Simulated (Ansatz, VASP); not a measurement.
One calculation of HPbNO4, two programs

File INCAR:

```
SYSTEM = HPbNO4
PREC = Accurate
ENCUT = 520
EDIFF = 1E-7
ISMEAR = -1
SIGMA = 0.05
LREAL = .False.
LASPH = .True.
NELM = 60
ALGO = Normal
ISIF = 2
LWAVE = .False.
LCHARG = .False.
GGA = PE
NBANDS = 31
KPAR = 4
```

Contents of KPOINTS:

```
Automatic mesh
0
Gamma
  7 7 5
  0 0 0
```

The input POSCAR:

```
HPbNO4
1.0
    4.2270402807      0.1119062466      0.1692837411
    1.9286891115      3.9170910822      0.1265123421
    1.7725115981      1.2608855398      6.4148642763
H Pb N O
1 1 1 4
Direct
    0.8914500000      0.6820200000      0.6279600000
    0.1442600000      0.9287200000      0.8835200000
    0.2567000000      0.2886100000      0.3017100000
    0.8310800000      0.6505600000      0.7840500000
    0.3869400000      0.2238000000      0.1129500000
    0.3110400000      0.0357600000      0.4585600000
    0.0772600000      0.6063300000      0.3227500000
```

input.yaml

```yaml
crystal:
  lattice:
    - [4.2270402807, 0.1119062466, 0.1692837411]
    - [1.9286891115, 3.9170910822, 0.1265123421]
    - [1.7725115981, 1.2608855398, 6.4148642763]
  atoms:
    - { symbol: H, position: [0.89145, 0.68202, 0.62796] }
    - { symbol: Pb, position: [0.14426, 0.92872, 0.88352] }
    - { symbol: "N", position: [0.2567, 0.28861, 0.30171] }
    - { symbol: O, position: [0.83108, 0.65056, 0.78405] }
    - { symbol: O, position: [0.38694, 0.2238, 0.11295] }
    - { symbol: O, position: [0.31104, 0.03576, 0.45856] }
    - { symbol: O, position: [0.07726, 0.60633, 0.32275] }
hamiltonian:
  xc: pbe
  pseudopotentials: { kind: paw }
kpoints:
  mp_grid: { grid: [7, 7, 5] }
scf:
  occupations: { method: fermi_dirac, width: 0.05 }
output:
  forces: true
  stress: true
  eigenvalues: true
```

Change from the starting cell: volume scaled by 1.02.

Alike in both runs: task single point; functional PBE; k mesh 7 × 7 × 5; occupations fermi-dirac, width 0.05 eV; no spin polarisation.

|  | VASP | Ansatz |
| --- | --- | --- |
| version | VASP 6.6.1 | Ansatz 0.2.0 |
| potentials or method | VASP PAW PBE potentials, release 64 (H, Pb_d, N, O) | Ansatz PAW |
| plane-wave cutoff (eV) | 520 | 420 |
| valence electrons in the cell | 44 | 44 |

VASP gave:

```
gap on the k mesh at the Fermi level (eV)       : 2.77
least direct gap on the mesh (eV)               : 2.80
pressure (GPa)                                  : -1.3
largest component of the traceless stress (GPa) : 0.36
rms of the force components (eV/Å)              : 0.068
```

Q: What did Ansatz give for the same quantities?

A: gap on the k mesh at the Fermi level (eV): 2.80; least direct gap on the mesh (eV): 2.82; pressure (GPa): -1.8; largest component of the traceless stress (GPa): 1.11; rms of the force components (eV/Å): 0.199.

Atom by atom the forces differ by 0.141 eV/Å (rms over components). One of these differences is far larger than is usual between the two programs; its cause wasn't traced.

Caveats: spin-orbit coupling is left out, which as a rule narrows the gap of such compounds by several tenths of an eV; the standard files for N, O and F lose accuracy on very short bonds (VASP); an odd mesh through Γ misses points on the zone boundary, where band edges often lie (VASP); odd divisions of the mesh miss points on the zone boundary, where band edges often lie, so the gap on the mesh can be too wide (Ansatz); the pressure holds a Pulay correction of +0.6 GPa for the finite cutoff (Ansatz).
